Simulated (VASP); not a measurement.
Here is the system:

```
CELL_PARAMETERS angstrom
      0.00000     2.71010     2.71010
      2.71010     0.00000     2.71010
      2.71010     2.71010     0.00000
ATOMIC_POSITIONS crystal
  Cu 0.00000 0.00000 0.00000
  Cl 0.25000 0.25000 0.25000
```

These are PBE GGA, VASP's PBE PAW potentials (set 64) (plane waves; VASP) values and carry that method's errors. Settings: 400 eV cut-off, Gaussian smearing of 0.050 eV, potentials Cu Cl.

Task: Give the energies of bands 2 to 11 at the high-symmetry points, in eV from the valence-band maximum.

Result: 
```
band      Γ      X      U      L      W
----  -----  -----  -----  -----  -----
2     -4.92  -6.56  -6.24  -6.61  -6.04
3     -4.92  -5.05  -5.59  -4.90  -5.74
4     -4.92  -5.05  -4.99  -4.90  -5.13
5     -1.46  -1.59  -1.69  -1.39  -1.65
6     -1.46  -1.36  -1.39  -1.39  -1.55
7      0.00  -1.28  -1.31  -1.34  -1.29
8      0.00  -1.08  -1.01  -0.55  -1.10
9      0.00  -1.08  -0.86  -0.55  -0.77
10     0.53   3.45   4.22   2.89   5.06
11     6.75   4.47   5.11   6.78   5.21
```

The gap is direct, 0.53 eV, from the valence maximum at Γ to the conduction minimum at Γ.

The structure comes from a measured CuCl entry (F-43m) of the Crystallography Open Database, whose conditions weren't checked. The cell was not relaxed at this level.
